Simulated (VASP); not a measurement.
Here is a VASP 6.6.1 calculation.

Contents of POSCAR:

```
GaF
1.0
    3.1659200000      0.0000000000      0.0000000000
    0.0000000000      3.1659200000      0.0000000000
    0.0000000000      0.0000000000      3.1659200000
Ga F
1 1
Direct
    0.0000000000      0.0000000000      0.0000000000
    0.5000000000      0.5000000000      0.5000000000
```

INCAR.step1

```
  PREC = Accurate
  ENCUT = 600
  EDIFF = 1E-8
  ISMEAR = -1
  SIGMA = 0.05
  LREAL = F
  LASPH = T
  NELM = 80
  ALGO = Normal
  ISIF = 3
  LWAVE = F
  LCHARG = F
  GGA = PS
  IBRION = 2
  NSW = 40
  EDIFFG = -0.002
```

Contents of INCAR.step2:

```
  PREC = Accurate
  ENCUT = 600
  EDIFF = 1E-8
  ISMEAR = -1
  SIGMA = 0.05
  LREAL = F
  LASPH = T
  NELM = 80
  ALGO = Normal
  ISIF = 2
  LWAVE = F
  LCHARG = F
  GGA = PS
  IBRION = 8
  NSW = 1
```

The input KPOINTS:

```
Automatic mesh
0
Gamma
  6 6 6
```

Potentials or basis: VASP PAW PBE potentials, release 64 (Ga_d, F).

Launch:

```bash
$ cat potpaw_PBE.64/Ga_d/POTCAR potpaw_PBE.64/F/POTCAR > POTCAR
$ cp INCAR.step1 INCAR
$ mpirun -np 1 vasp_std > vasp.out
$ cp CONTCAR POSCAR
$ cp INCAR.step2 INCAR
$ mpirun -np 1 vasp_std > vasp.out
```

(1) Predict the highest phonon frequency at Γ, LO-TO splitting left out.

(2) Estimate the most unstable mode.

(3) What does it give for the space group after relaxing (to 0.05 Å)?

## Answers

(1) 2 cm⁻¹.

(2) 133i cm⁻¹.

(3) Pm-3m (No. 221).

Caveat: some modes are imaginary.
